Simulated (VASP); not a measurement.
Given:

```
CELL_PARAMETERS angstrom
     -1.71410     1.71410     1.71410
      1.71410    -1.71410     1.71410
      1.71410     1.71410    -1.71410
ATOMIC_POSITIONS crystal
  Li 0.00000 0.00000 0.00000
```

Computed with PBE GGA, VASP's PBE PAW potentials (set 64) (plane waves; VASP). Numerical set-up: 520 eV cut-off, 13×13×13 Γ-centred mesh, first-order Methfessel-Paxton smearing of 0.10 eV, potentials Li_sv.

Task: What does the run give for the energy per atom (σ→0), band gap (on the k-mesh) with the smallest direct gap where there is one?

Result: 
| Item | Value |
|---|---|
| band gap (on the k-mesh) | none (metal, semimetal or under 0.01 eV) |
| energy per atom (σ→0) | -1.906 eV/atom |

Only differences to runs with the same potentials and settings are physical.

The compound is Li in the bcc structure. It was relaxed first, which changed the volume by -5 %. The start is the result of an earlier pass.
